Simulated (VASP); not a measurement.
# As: single point with PBEsol

As:

```
As
1.0
     1.89439    1.09373    3.36161
    -1.89439    1.09373    3.36161
     0.00000   -2.18745    3.36161
As
2
Cartesian
  0.0000 0.0000 2.3252
  0.0000 0.0000 7.7597
```

```
Program             : VASP 6.6.1
Task                : single point
Functional          : PBEsol
Potentials or basis : VASP PAW PBE potentials, release 64 (As)
Cutoff              : 900 eV
k mesh              : 15 × 15 × 15
Occupations         : gaussian, width 0.1 eV
Spin                : no spin polarisation
```

The pressure is 0.0 GPa. The band gap on the k mesh is none (metal or under the smearing width).

Levels at points of the mesh, in eV from the Fermi level:
```csv
k point,band 2,band 3,band 4,band 5,band 6,band 7,band 8,band 9
"(0.00, 0.00, 0.00)",-5.56,-2.36,-2.06,-2.06,2.13,3.14,3.14,6.43
```

It took 2.4 min on 1 thread of AMD EPYC 9R45 (Zen 5), on a shared host, peak memory 0.46 GiB.

Caveat: the PAW data sets were made with another functional, which shifts forces and pressure a little.
